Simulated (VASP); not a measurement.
Shape and ions are relaxed at each volume.

Data:

```xyz
6
Lattice="4.7863 0.0000 0.0000 0.0000 4.7863 0.0000 0.0000 0.0000 3.1617" Properties=species:S:1:pos:R:3 pbc="T T T"
Zn     0.0000     0.0000     0.0000
Zn     2.3932     2.3932     1.5809
F      1.4601     1.4601     0.0000
F      3.8533     0.9330     1.5809
F      0.9330     3.8533     1.5809
F      3.3262     3.3262     0.0000
```

Method: TPSS meta-GGA, VASP's PBE PAW potentials (set 64) (plane waves; VASP). Run with 520 eV cut-off, 5×5×7 Γ-centred mesh, Gaussian smearing of 0.050 eV, potentials Zn F.

### Question
Give the energy at these volumes per atom, relative to the lowest: 11.15, 11.51, 11.86, 12.22, 12.57 Å³.

### Answer
24.8, 8.4, 0.6, 0.0, 5.3 meV/atom. A third-order Birch-Murnaghan fit gives B0 = 97.5 GPa and B0′ = 5.5.

The compound is ZnF2 in the rutile structure. It was relaxed first.
